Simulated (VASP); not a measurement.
Consider the following.

```yaml
crystal:
  lattice:
    - [0.00000, 3.48590, 3.48590]
    - [3.48590, 0.00000, 3.48590]
    - [3.48590, 3.48590, 0.00000]
  atoms:
    - { symbol: Sr, position: [0.00000, 0.00000, 0.00000] }
    - { symbol: Cl, position: [0.25000, 0.25000, 0.25000] }
    - { symbol: Cl, position: [0.75000, 0.75000, 0.75000] }
```

Calculation: optB88-vdW, VASP's PBE PAW potentials (set 64) (plane waves; VASP). Run with 520 eV cut-off, 6×6×6 Γ-centred mesh, tetrahedra with Blöchl corrections, potentials Sr_sv Cl.

Task: What does the run give for the energy per atom (σ→0), band gap (on the k-mesh) with the smallest direct gap where there is one?

Result: 
```yaml
band gap (on the k-mesh): 5.18 eV
smallest direct gap (on the k-mesh): 5.38 eV
energy per atom (σ→0): -239.7 kJ/mol of atoms
```

The compound is SrCl2 in the fluorite structure. It was relaxed first.
